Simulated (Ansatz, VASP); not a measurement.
# Ga3As3H8 (GaAs wire along [110], 6 atoms a period, H-terminated) in two plane-wave programs, part 2 of 2

Aim: how closely do two programs agree when they are given the same cell, functional and k mesh? The cell is taken from a series of runs on this material, whose earlier steps may have relaxed, scaled, displaced or heated it; both programs get it as it stands.

VASP 6.6.1 and Ansatz 0.2.0.

So far: The structure; Ansatz: single point, PBE; VASP: single point, PBE; Comparison.

### Step 5. Ansatz: single point, r2SCAN

Level of this step: Ansatz beside VASP: Kohn-Sham DFT, plane waves, r2SCAN (Ansatz).

A single point takes one fixed geometry, so differences don't come from the geometry; what else differs is listed under the comparison.

The cell is taken from a series of runs on this material, whose earlier steps may have relaxed, scaled, displaced or heated it; both programs get it as it stands.

input.yaml reads:

```yaml
crystal:
  lattice:
    - [12.92, 0.0, 0.0]
    - [0.0, 13.446, 0.0]
    - [0.0, 0.0, 4.1577917823]
  atoms:
    - { symbol: As, position: [0.437202747, 0.343504552, 0.0] }
    - { symbol: H, position: [0.528784576, 0.272094674, 0.0] }
    - { symbol: Ga, position: [0.531786687, 0.5, 0.0] }
    - { symbol: H, position: [0.319115464, 0.191002665, 0.5] }
    - { symbol: H, position: [0.243953538, 0.384874004, 0.5] }
    - { symbol: H, position: [0.319115464, 0.808997335, 0.5] }
    - { symbol: H, position: [0.243953538, 0.615125996, 0.5] }
    - { symbol: Ga, position: [0.332740884, 0.306333236, 0.5] }
    - { symbol: Ga, position: [0.332740884, 0.693666764, 0.5] }
    - { symbol: As, position: [0.642070917, 0.5, 0.5] }
    - { symbol: H, position: [0.719393414, 0.414799678, 0.5] }
    - { symbol: H, position: [0.719393414, 0.585200322, 0.5] }
    - { symbol: As, position: [0.437202747, 0.656495448, 0.0] }
    - { symbol: H, position: [0.528784576, 0.727905326, 0.0] }
kpoints:
  mp_grid: { grid: [1, 1, 15] }
  band_path: { path: ["Γ", Z], npoints: 90 }
scf:
  occupations: { method: fermi_dirac, width: 0.05 }
hamiltonian:
  xc: r2scan
  pseudopotentials: { kind: paw, azcp: { folder: soft_1 } }
```

Launch:

```console
ansatz run input.yaml --threads 4 --pin off --max-ram 16384MiB --backend cpu --events-out ev --progress --plain --runs-dir out
```

Numbers of over 12 decimals in the logs are rounded to 6 here.

What it wrote:

```text
[...]
Crystal: 14 atoms, lattice volume = 722.301 Å³
Basis set: ecut = 500 eV, 18345 PW (Γ), exchange–correlation on 384×400×128 points (64 copies of the dense FFT grid, shifted against one another)
Bands: 60, of which v1, the nominal top of the filled ones, is band 46 counted from 1 (45 counted from 0)
Symmetry: 4 space group operations
[...]
k-points: 8 of 15
[...]
--- Band table (eV; the first three rows and the last of 8) ---
  k-point 0: bands = [... 42 lower, -4.3952, -4.0020, -3.3923, -3.2835, -0.6132, 0.2700, 0.2954, 1.2253, ... 10 higher]
  k-point 1: bands = [... 42 lower, -4.3319, -4.0597, -3.5025, -3.4073, -0.3831, 0.4848, 0.4939, 1.2156, ... 10 higher]
  k-point 2: bands = [... 42 lower, -4.4076, -4.2385, -3.6935, -3.6376, 0.1575, 0.7938, 0.8941, 1.2701, ... 10 higher]
  k-point 7: bands = [... 42 lower, -4.8782, -4.6601, -4.4746, -4.4563, 0.3844, 0.7144, 1.0442, 1.4144, ... 10 higher]
[key lines of the parts left out:]
SCF converged after 9 iterations
Free energy (F): -26091.782956 eV
Fermi energy:    -1.942087 eV
```

### Step 6. VASP: single point, r2SCAN

The same cell, functional, mesh and smearing now go to VASP, with its own data sets.

INCAR reads:

```
SYSTEM = Ga3As3H8
PREC = Accurate
ENCUT = 440
EDIFF = 1E-06
NELM = 120
ISMEAR = -1
SIGMA = 0.05
LREAL = .FALSE.
ALGO = Normal
METAGGA = R2SCAN
LASPH = .TRUE.
NBANDS = 45
LORBIT = 11
LWAVE = .FALSE.
LCHARG = .FALSE.
ISIF = 2
GGA_COMPAT = .FALSE.
EFERMI = MIDGAP
LMIXTAU = .TRUE.
KPAR = 4
```

POSCAR reads:

```
Ga3As3H8
1.0
   12.9200000000      0.0000000000      0.0000000000
    0.0000000000     13.4460000000      0.0000000000
    0.0000000000      0.0000000000      4.1577917823
As H Ga
3 8 3
Direct
    0.4372027470      0.3435045520      0.0000000000
    0.6420709170      0.5000000000      0.5000000000
    0.4372027470      0.6564954480      0.0000000000
    0.5287845760      0.2720946740      0.0000000000
    0.3191154640      0.1910026650      0.5000000000
    0.2439535380      0.3848740040      0.5000000000
    0.3191154640      0.8089973350      0.5000000000
    0.2439535380      0.6151259960      0.5000000000
    0.7193934140      0.4147996780      0.5000000000
    0.7193934140      0.5852003220      0.5000000000
    0.5287845760      0.7279053260      0.0000000000
    0.5317866870      0.5000000000      0.0000000000
    0.3327408840      0.3063332360      0.5000000000
    0.3327408840      0.6936667640      0.5000000000
```

KPOINTS reads:

```
Automatic mesh
0
Gamma
1 1 15
0 0 0
```

The projector-augmented-wave data sets are As, H and Ga_d (PBE family, release 64).

Launch:

```console
mpirun -np 4 vasp_std
```

What it wrote:

```text
[banner, memory and clock lines left out]
running    4 mpi-ranks, on    1 nodes
[...]
|                                                                             |
|               ----> ADVICE to this user running VASP <----                  |
|                                                                             |
|     You enforced a specific xc type in the INCAR file but a different       |
|     [... a line on the potential file left out ...]
|     I HOPE YOU KNOW WHAT YOU ARE DOING!                                     |
|                                                                             |

 LDA part: xc-table for (None), standard interpolation
 POSCAR, INCAR and KPOINTS ok, starting setup
[...]
entering main loop
       N       E                     dE             d eps       ncg     rms          rms(c)
DAV:   1     0.282259968806E+03    0.28226E+03   -0.22967E+04   848   0.999E+02
DAV:   2    -0.731048835280E+02   -0.35536E+03   -0.34291E+03   951   0.239E+02
DAV:   3    -0.113149404160E+03   -0.40045E+02   -0.39797E+02   860   0.878E+01
DAV:   4    -0.115032404513E+03   -0.18830E+01   -0.18797E+01  1032   0.223E+01
[...]
DAV:  37    -0.105659480821E+03   -0.38155E-05   -0.34791E-06   645   0.106E-02    0.858E-04
DAV:  38    -0.105659484151E+03   -0.33302E-05   -0.39857E-06   632   0.121E-02    0.280E-04
DAV:  39    -0.105659484105E+03    0.45718E-07   -0.79269E-07   660   0.584E-03
   1 F= -.10565948E+03 E0= -.10565948E+03  d E =-.121008E-11
```

Parts of OUTCAR (step 6):

```text
  Total       -2.6190103     -2.8244721     -2.4222023      0.0000000      0.0000000      0.0000000
  in kB       -5.8093753     -6.2651217     -5.3728242      0.0000000      0.0000000      0.0000000
  external PRESSURE =      -5.8157737 kB  Pullay stress =       0.0000000 kB

 POSITION                                       TOTAL-FORCE (eV/Angst)
 -----------------------------------------------------------------------------------
      5.64866      4.61876      0.00000         0.136514      0.008445     -0.000000
      8.29556      6.72300      2.07890         0.117484     -0.000000      0.000000
      5.64866      8.82724      0.00000         0.136514     -0.008445      0.000000
      6.83190      3.65858      0.00000        -0.172534      0.140704      0.000000
      4.12297      2.56822      2.07890         0.018420      0.182189      0.000000
      3.15188      5.17502      2.07890         0.129953     -0.128986      0.000000
      4.12297     10.87778      2.07890         0.018420     -0.182189      0.000000
      3.15188      8.27098      2.07890         0.129953      0.128986      0.000000
      9.29456      5.57740      2.07890        -0.169332      0.171510      0.000000
      9.29456      7.86860      2.07890        -0.169332     -0.171510      0.000000
      6.83190      9.78742      0.00000        -0.172534     -0.140704      0.000000
      6.87068      6.72300      0.00000        -0.054139     -0.000000      0.000000
      4.29901      4.11896      2.07890         0.025306      0.024537      0.000000
      4.29901      9.32704      2.07890         0.025306     -0.024537     -0.000000
 -----------------------------------------------------------------------------------
    total drift:                                0.012692      0.000000     -0.000024

  FREE ENERGIE OF THE ION-ELECTRON SYSTEM (eV)
  ---------------------------------------------------
  free  energy   TOTEN  =      -105.6594841050 eV

  energy  without entropy=     -105.6594841050  energy(sigma->0) =     -105.65948411

[... 3 further parts left out ...]
[key lines of the parts left out:]
E-fermi :  -2.7257
```

The PAW data sets were made with PBE, which is usual practice but a small mismatch for other functionals.

### Step 7. Comparison

What differs besides the data sets and the points named for the pairs above, as far as they apply: VASP keeps PBE cores, Ansatz makes them for the functional; the data sets hold 92 valence electrons in Ansatz (on its PAW soft_1 files) and 62 in VASP; the cutoff is 500 eV in Ansatz and 440 eV in VASP. Total energies have different zeros and are not compared.

Compared:

```
              quantity  Ansatz   VASP  difference
gap on the k mesh (eV)   2.670  2.660      +0.010
```

A gap on the mesh is an upper bound, since the band edges may lie between its points.

### Step 8. What came out

| Item | Value |
| --- | --- |
| difference in gap on the k mesh (single point, PBE) | 0.0037 eV |
| difference in gap on the k mesh (single point, r2SCAN) | 0.0098 eV |

What this shows: The difference in gap on the k mesh is 0.0098 eV (single point, r2SCAN), within the 0.08 eV picked in this series as the mark of a large difference. The data sets hold unlike numbers of valence electrons (92 in Ansatz and 62 in VASP), so part of the differences may come from the potentials. Such differences can come from data sets, numerical settings and the points named under the comparisons, not from the functional's error against experiment.

[Lines on the potential files, build, host, timing and source positions are cut from VASP's logs without a mark.]

[Logs are printed without paths, hosts, clocks, repeated set-up lines and the standing remarks that a program may print on its own settings, such as how far it seeks lower states.]

[Hosts, paths, dates, database ids (printed as entryN), source tags and the programs' standing remarks are cut or masked in the printed files.]
